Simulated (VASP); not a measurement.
Data:

```yaml
crystal:
  lattice:
    - [0.00000, 2.27285, 2.27285]
    - [2.27285, 0.00000, 2.27285]
    - [2.27285, 2.27285, 0.00000]
  atoms:
    - { symbol: Be, position: [0.00000, 0.00000, 0.00000] }
    - { symbol: Se, position: [0.50000, 0.50000, 0.50000] }
```

Computed with PBEsol GGA, VASP's PBE PAW potentials (set 64) (plane waves; VASP 6.6.1). Numerical set-up: 500 eV cut-off, 10×10×10 Γ-centred mesh, Gaussian smearing of 0.050 eV, potentials Be Se.

Task: What does the run give for the energy per atom (σ→0), pressure?

Result: 
energy per atom (σ→0): -4.032 eV/atom
pressure: 29.86 GPa

Total energies compare only between runs with the same potentials, cut-off and functional.

The structure was generated: BeSe was put into the rock salt type (Fm-3m), which need not be its known phase. It was relaxed first under an external pressure of 30 GPa.
